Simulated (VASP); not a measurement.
Here is the system:

```xyz
3
Lattice="1.8256 -3.1620 0.0000 1.8256 3.1620 0.0000 0.0000 0.0000 6.0441" Properties=species:S:1:pos:R:3 pbc="T T T"
Sn     0.0000     0.0000     0.0000
S      1.8256     1.0540     1.4735
S      1.8256    -1.0540     4.5706
```

Level of theory: PBEsol GGA, VASP's PBE PAW potentials (set 64) (plane waves; VASP 6.6.1). Settings: 400 eV cut-off, 9×9×5 Γ-centred mesh, tetrahedra with Blöchl corrections, potentials Sn_d S.

Without a dispersion term in the relaxation, distances and binding between the weakly bound layers, chains or molecules are unreliable, and so is what depends on them.

Q: What does the run give for the energy per atom (σ→0)?

A: 
```yaml
energy per atom (σ→0): -4.757 eV/atom
```

The compound is SnS2 in the 1T layered structure. It was relaxed first.
